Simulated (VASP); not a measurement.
An input for Quantum ESPRESSO's pw.x (written as the equivalent of a VASP run, and not itself run):

```
&CONTROL
  calculation = 'scf'
  pseudo_dir = './pseudo'
  outdir = './out'
  tprnfor = .true.
  tstress = .true.
/
&SYSTEM
  ibrav = 0
  nat = 2
  ntyp = 2
  ecutwfc = 72
  occupations = 'tetrahedra'
  input_dft = 'pbesol'
/
&ELECTRONS
  conv_thr = 7.3e-09
  electron_maxstep = 100
/
ATOMIC_SPECIES
  Y 88.906 Y.upf
  P 30.974 P.upf
CELL_PARAMETERS angstrom
     3.4287513   -0.0000000    0.0000000
    -0.0000000    3.4287513   -0.0000000
     0.0000000   -0.0000000    3.4287513
ATOMIC_POSITIONS crystal
  Y    0.0000000  0.0000000  0.0000000
  P    0.5000000  0.5000000  0.5000000
K_POINTS automatic
  12 12 12 0 0 0
```

Task: Write the VASP files for the same calculation (PBEsol).

Result: Several could match; the one computed here: 
**INCAR**
```
! general
SYSTEM =YP
PREC   =Accurate
ENCUT  =400
LREAL  =F
LASPH  =T

! electronic loop
EDIFF  =1E-7
NELM   =100
ALGO   =Normal
LMAXMIX=4

! smearing
ISMEAR =-5

! functional
GGA    =PS

! ions
ISIF   =2

! output
LWAVE  =F
LCHARG =T
LORBIT =11
NEDOS  =601
```

File POSCAR:
```
YP
1
    3.4287513074    -0.0000000000     0.0000000000
   -0.0000000000     3.4287513074    -0.0000000000
    0.0000000000    -0.0000000000     3.4287513074
Y P
1 1
Direct
  0.0000000000   0.0000000000   0.0000000000
  0.5000000000   0.5000000000   0.5000000000
```

**KPOINTS**
```
Automatic mesh
0
Gamma
12 12 12
0 0 0
```

POTCAR, in this order: Y_sv P (PBE.64 set). Program: vasp_std.

The two are equivalent in intent, not identical: the potentials are each code's own (VASP's PAW set, PseudoDojo norm-conserving files in pw.x), so ENCUT and ecutwfc are chosen apart and not converted; conv_thr bounds pw.x's estimated SCF error, while EDIFF bounds the energy change between steps.

The structure was generated: YP was put into the CsCl type type (Pm-3m), which need not be its known phase. It was relaxed first, which changed the volume by -30 %.
